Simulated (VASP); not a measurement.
These are PBE GGA, VASP's PBE PAW potentials (set 64) (plane waves; VASP) values and carry that method's errors.

Gaps are without spin-orbit coupling.

```json
{
  "volume_per_atom": "10.50 Å³/atom",
  "band gap (over mesh and band path)": "2.30 eV",
  "smallest direct gap (over mesh and band path)": "3.95 eV",
  "hill_bulk_modulus": "213 GPa",
  "hill_shear_modulus": "185 GPa"
}
```

Problem. Which relaxed crystal gives these values?
(A) SiC, P6_3mc (186)
(B) Bi2Te3, R-3m (166)
(C) PtS2, P-3m1 (164)
(D) BP, F-43m (216)

Solution. A, SiC, P6_3mc (186)
